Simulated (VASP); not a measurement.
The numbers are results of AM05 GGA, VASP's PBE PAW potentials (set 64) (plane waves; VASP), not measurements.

A VASP calculation is set up with these files.

File KPOINTS:
```
K-points
0
G
  6 6 5
```

INCAR:
```
SYSTEM=SnO
LWAVE=F
ISIF=4   ! ions and shape, fixed volume
NELM=100
EDIFFG=-0.01
LASPH=T   ! aspherical one-centre terms
NSW=30   ! most ionic steps
EDIFF=1E-7
ISMEAR=0   ! Gaussian
GGA=AM   ! AM05
PREC=Accurate
LMAXMIX=4
SIGMA=0.05   ! width (eV)
LREAL=F
IBRION=2   ! conjugate gradients
LCHARG=F
ALGO=Normal
ENCUT=520   ! plane-wave cut-off (eV)
```

POSCAR:
```
SnO
1
    3.8864224880     0.0000000000     0.0000000000
    0.0000000000     3.8864224880     0.0000000000
    0.0000000000     0.0000000000     4.9376475651
Sn O
2 2
Direct
  0.5000000000   1.0000000000   0.7615127295
  0.0000000000   0.5000000000   0.2384872705
  0.5000000000   0.5000000000   0.0000000000
  0.0000000000   0.0000000000   0.0000000000
```

POTCAR, in this order: Sn_d O (PBE.64 set). Program: vasp_std.

Output

**OSZICAR**
```
       N       E                     dE             d eps       ncg     rms          rms(c)
DAV:   1     0.394521408696E+03    0.39452E+03   -0.20686E+04  1448   0.248E+03
DAV:   2     0.299918655423E+02   -0.36453E+03   -0.35853E+03  1560   0.566E+02
DAV:   3    -0.244031940472E+02   -0.54395E+02   -0.53617E+02  1744   0.192E+02
DAV:   4    -0.264710680027E+02   -0.20679E+01   -0.20659E+01  1648   0.420E+01
DAV:   5    -0.265281752319E+02   -0.57107E-01   -0.57102E-01  1904   0.704E+00    0.107E+01
DAV:   6    -0.232907804398E+02    0.32374E+01   -0.23664E+01  2448   0.524E+01    0.484E+00
DAV:   7    -0.232336740369E+02    0.57106E-01   -0.23081E+00  1608   0.959E+00    0.253E+00
DAV:   8    -0.232319669816E+02    0.17071E-02   -0.64295E-01  2048   0.534E+00    0.108E+00
DAV:   9    -0.232062752117E+02    0.25692E-01   -0.18150E-01  2200   0.371E+00    0.262E-01
DAV:  10    -0.232092015100E+02   -0.29263E-02   -0.21552E-02  2000   0.127E+00    0.237E-01
DAV:  11    -0.232079833521E+02    0.12182E-02   -0.69584E-03  2304   0.710E-01    0.316E-02
DAV:  12    -0.232080704048E+02   -0.87053E-04   -0.69155E-04  1464   0.161E-01    0.410E-02
DAV:  13    -0.232080704240E+02   -0.19231E-07   -0.60161E-05  2040   0.662E-02    0.914E-03
DAV:  14    -0.232080698175E+02    0.60649E-06   -0.34312E-06  1808   0.146E-02    0.486E-03
DAV:  15    -0.232080700262E+02   -0.20869E-06   -0.10002E-06  1832   0.664E-03    0.394E-03
DAV:  16    -0.232080697921E+02    0.23405E-06   -0.68494E-07  1544   0.766E-03    0.160E-03
DAV:  17    -0.232080697643E+02    0.27850E-07   -0.17422E-07  1048   0.346E-03
   1 F= -.23208070E+02 E0= -.23208070E+02  d E =-.232081E+02
       N       E                     dE             d eps       ncg     rms          rms(c)
DAV:   1    -0.232039048951E+02    0.41649E-02   -0.12527E+01  1712   0.222E+01    0.868E-01
DAV:   2    -0.232432479808E+02   -0.39343E-01   -0.42297E-01  2128   0.540E+00    0.318E-01
DAV:   3    -0.232423676222E+02    0.88036E-03   -0.64858E-03  1752   0.871E-01    0.219E-01
DAV:   4    -0.232417731557E+02    0.59447E-03   -0.14744E-03  2088   0.676E-01    0.501E-02
DAV:   5    -0.232418012117E+02   -0.28056E-04   -0.40158E-04  1648   0.182E-01    0.137E-02
DAV:   6    -0.232418028728E+02   -0.16611E-05   -0.28794E-05  1928   0.772E-02    0.676E-03
DAV:   7    -0.232418039888E+02   -0.11159E-05   -0.28918E-06  1816   0.154E-02    0.276E-03
DAV:   8    -0.232418041700E+02   -0.18124E-06   -0.56533E-07  1472   0.678E-03    0.640E-04
DAV:   9    -0.232418042259E+02   -0.55886E-07   -0.13191E-07   952   0.710E-03
   2 F= -.23241804E+02 E0= -.23241804E+02  d E =-.337345E-01
       N       E                     dE             d eps       ncg     rms          rms(c)
DAV:   1    -0.232400950109E+02    0.17092E-02   -0.15638E+00  1720   0.774E+00    0.291E-01
DAV:   2    -0.232445796589E+02   -0.44846E-02   -0.48610E-02  2160   0.195E+00    0.110E-01
DAV:   3    -0.232444538804E+02    0.12578E-03   -0.57689E-04  1752   0.287E-01    0.730E-02
DAV:   4    -0.232443868074E+02    0.67073E-04   -0.15868E-04  2088   0.231E-01    0.176E-02
DAV:   5    -0.232443900479E+02   -0.32405E-05   -0.49374E-05  1664   0.667E-02    0.571E-03
DAV:   6    -0.232443901801E+02   -0.13218E-06   -0.42790E-06  1968   0.303E-02    0.268E-03
DAV:   7    -0.232443903364E+02   -0.15632E-06   -0.47111E-07  1536   0.801E-03    0.120E-03
DAV:   8    -0.232443903668E+02   -0.30388E-07   -0.96062E-08  1064   0.319E-03
   3 F= -.23244390E+02 E0= -.23244390E+02  d E =-.363206E-01
       N       E                     dE             d eps       ncg     rms          rms(c)
DAV:   1    -0.232720072436E+02   -0.27617E-01   -0.11741E+00  1544   0.912E+00    0.913E-01
DAV:   2    -0.232587688377E+02    0.13238E-01   -0.49146E-02  1896   0.310E+00    0.555E-01
DAV:   3    -0.232510073933E+02    0.77614E-02   -0.91527E-03  2016   0.129E+00    0.121E-01
DAV:   4    -0.232508486446E+02    0.15875E-03   -0.16560E-03  2072   0.382E-01    0.420E-02
DAV:   5    -0.232508450860E+02    0.35586E-05   -0.20362E-04  1760   0.134E-01    0.649E-03
DAV:   6    -0.232508443801E+02    0.70591E-06   -0.13088E-05  1816   0.409E-02    0.389E-03
DAV:   7    -0.232508445870E+02   -0.20690E-06   -0.17949E-06  1968   0.105E-02    0.176E-03
DAV:   8    -0.232508445949E+02   -0.78880E-08   -0.30570E-07  1320   0.425E-03
   4 F= -.23250845E+02 E0= -.23250845E+02  d E =-.645423E-02
       N       E                     dE             d eps       ncg     rms          rms(c)
DAV:   1    -0.233013603950E+02   -0.50516E-01   -0.25695E+00  1536   0.135E+01    0.135E+00
DAV:   2    -0.232722956940E+02    0.29065E-01   -0.10446E-01  1872   0.442E+00    0.819E-01
DAV:   3    -0.232551611169E+02    0.17135E-01   -0.21601E-02  2016   0.185E+00    0.164E-01
DAV:   4    -0.232549306747E+02    0.23044E-03   -0.34302E-03  1944   0.559E-01    0.608E-02
DAV:   5    -0.232549203279E+02    0.10347E-04   -0.31899E-04  1792   0.190E-01    0.135E-02
DAV:   6    -0.232549206377E+02   -0.30981E-06   -0.34198E-05  2056   0.689E-02    0.551E-03
DAV:   7    -0.232549208887E+02   -0.25096E-06   -0.65436E-06  1848   0.218E-02    0.281E-03
DAV:   8    -0.232549208621E+02    0.26559E-07   -0.64605E-07  1440   0.788E-03
   5 F= -.23254921E+02 E0= -.23254921E+02  d E =-.105305E-01
       N       E                     dE             d eps       ncg     rms          rms(c)
DAV:   1    -0.232556272968E+02   -0.70641E-03   -0.36501E-02  1552   0.161E+00    0.161E-01
DAV:   2    -0.232552158422E+02    0.41145E-03   -0.14897E-03  1952   0.578E-01    0.977E-02
DAV:   3    -0.232549731117E+02    0.24273E-03   -0.29373E-04  2048   0.251E-01    0.202E-02
DAV:   4    -0.232549707921E+02    0.23197E-05   -0.62771E-05  2048   0.673E-02    0.758E-03
DAV:   5    -0.232549705196E+02    0.27249E-06   -0.58687E-06  1728   0.215E-02    0.108E-03
DAV:   6    -0.232549705364E+02   -0.16825E-07   -0.37064E-07  1512   0.602E-03
   6 F= -.23254971E+02 E0= -.23254971E+02  d E =-.105802E-01
       N       E                     dE             d eps       ncg     rms          rms(c)
DAV:   1    -0.232550257536E+02   -0.55234E-04   -0.32665E-03  1544   0.482E-01    0.481E-02
DAV:   2    -0.232549890147E+02    0.36739E-04   -0.13291E-04  2032   0.175E-01    0.293E-02
DAV:   3    -0.232549673000E+02    0.21715E-04   -0.26393E-05  2048   0.767E-02    0.584E-03
DAV:   4    -0.232549671891E+02    0.11095E-06   -0.60126E-06  2008   0.203E-02    0.221E-03
DAV:   5    -0.232549671334E+02    0.55661E-07   -0.54923E-07  1608   0.645E-03
   7 F= -.23254967E+02 E0= -.23254967E+02  d E =-.105768E-01
       N       E                     dE             d eps       ncg     rms          rms(c)
DAV:   1    -0.232549537643E+02    0.13425E-04   -0.98703E-03  1696   0.610E-01    0.204E-02
DAV:   2    -0.232549794605E+02   -0.25696E-04   -0.27541E-04  2144   0.142E-01    0.717E-03
DAV:   3    -0.232549788464E+02    0.61409E-06   -0.32870E-06  1760   0.204E-02    0.488E-03
DAV:   4    -0.232549784761E+02    0.37029E-06   -0.64744E-07  1848   0.137E-02    0.148E-03
DAV:   5    -0.232549784807E+02   -0.45975E-08   -0.17766E-07  1000   0.390E-03
   8 F= -.23254978E+02 E0= -.23254978E+02  d E =-.113473E-04
```

OUTCAR:
```
------------------------ aborting loop because EDIFF is reached ----------------------------------------
  FORCE on cell =-STRESS in cart. coord.  units (eV):
  Direction    XX          YY          ZZ          XY          YZ          ZX
  --------------------------------------------------------------------------------------
  Total       -0.5318550     -0.5318550     -0.5525773      0.0000000     -0.0000000      0.0000000
  in kB      -11.4257248    -11.4257248    -11.8708957      0.0000000     -0.0000000      0.0000000
  external PRESSURE =     -11.5741151 kB  Pullay stress =       0.0000000 kB
  volume of cell :       74.58
      direct lattice vectors                 reciprocal lattice vectors
     3.831929856  0.000000000  0.000000000     0.260965111  0.000000000  0.000000000
     0.000000000  3.831929856  0.000000000     0.000000000  0.260965111  0.000000000
     0.000000000 -0.000000000  5.079079465     0.000000000 -0.000000000  0.196886071
 POSITION                                       TOTAL-FORCE (eV/Angst)
 -----------------------------------------------------------------------------------
      1.91596     -0.00000      3.92312        -0.000000     -0.000000      0.003597
      0.00000      1.91596      1.15596         0.000000      0.000000     -0.003597
      1.91596      1.91596      5.07908        -0.000000     -0.000000      0.000000
      0.00000     -0.00000      5.07908         0.000000      0.000000      0.000000
 -----------------------------------------------------------------------------------
    total drift:                                0.000000     -0.000000     -0.000000
  FREE ENERGIE OF THE ION-ELECTRON SYSTEM (eV)
  ---------------------------------------------------
  free  energy   TOTEN  =       -23.2549784807 eV

  energy  without entropy=      -23.2549784807  energy(sigma->0) =      -23.25497848

 reached required accuracy - stopping structural energy minimisation
```
(Selected blocks of OUTCAR.)

File CONTCAR:
```
SnO
   1.00000000000000
     3.8319298557478869    0.0000000000000000    0.0000000000000000
     0.0000000000000000    3.8319298557478869    0.0000000000000000
     0.0000000000000000   -0.0000000000000000    5.0790794645150577
  Sn              O
     2     2
Direct
     0.5000000000000000    0.0000000000000000    0.7724072422814541
     0.0000000000000000    0.5000000000000000    0.2275927577185461
     0.5000000000000000    0.5000000000000000    1.0000000000000000
     0.0000000000000000    0.0000000000000000    1.0000000000000000
```

Without a dispersion term in the relaxation, distances and binding between the weakly bound layers, chains or molecules are unreliable, and so is what depends on them.

The compound is SnO in the litharge structure. This cell is one point of a volume scan, at 1.06 of the reference volume. Symmetry was kept, so distortions that lower it aren't found.
